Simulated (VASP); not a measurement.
The input files of a VASP run:

### INCAR
```
LREAL = .False.   # projection in real space or not
LMAXMIX = 6   # l cut-off of mixed one-centre charges
NELM = 100   # most electronic steps
GGA = PE
ALGO = Normal
LCHARG = .False.
PREC = Accurate
LASPH = .True.
ENCUT = 400   # plane-wave cut-off (eV)
SIGMA = 0.1   # width (eV)
LWAVE = .False.
EDIFF = 1E-6   # SCF stop (eV)
ISMEAR = 0
SYSTEM = HfB2
ISIF = 2
```

### POSCAR
```
HfB2
1
    1.5952770000    -2.7631010000     0.0000000000
    1.5952770000     2.7631010000     0.0000000000
    0.0000000000     0.0000000000     3.5360280000
Hf B
1 2
Direct
  0.0000000000   0.0000000000   0.0000000000
  0.3333330000   0.6666670000   0.5000000000
  0.6666670000   0.3333330000   0.5000000000
```

File KPOINTS:
```
Automatic mesh
0
Gamma
4 4 3
0 0 0
```

POTCAR, in this order: Hf_pv B (PBE.64 set). Program: vasp_std.

Problem. Write an equivalent input for Ansatz.

Solution. One equivalent input (not run):
Ansatz 0.2 input:
```yaml
crystal:
  lattice:
    - [1.5952770, -2.7631010, 0.0000000]
    - [1.5952770, 2.7631010, 0.0000000]
    - [0.0000000, 0.0000000, 3.5360280]
  atoms:
    - { symbol: Hf, position: [0.0000000, 0.0000000, 0.0000000] }
    - { symbol: B, position: [0.3333330, 0.6666670, 0.5000000] }
    - { symbol: B, position: [0.6666670, 0.3333330, 0.5000000] }
kpoints:
  mp_grid: { grid: [4, 4, 3] }
hamiltonian:
  xc: pbe
  pseudopotentials: { kind: paw }
scf:
  occupations: { method: gaussian, width: 0.1 }
  max_iter: 100
output: { forces: true, stress: true, eigenvalues: true }
```
What does not carry over: each code has its own PAW files, so the cut-off isn't converted (ENCUT is set for VASP's; basis.ecutwfc is left out, and Ansatz then takes the one that its files recommend); Ansatz stops its SCF on the density residual and VASP on the energy change (EDIFF).

The structure is a typed HfB2 crystal (P6/mmm). The cell was not relaxed at this level. The k-mesh is coarse (spacing up to 0.59 per Å, 2π included), so the numbers may not be converged in it. The run is one of a series of settings (KPOINTS 4×4×3 Γ-centred mesh against the base run), some of them coarse on purpose.
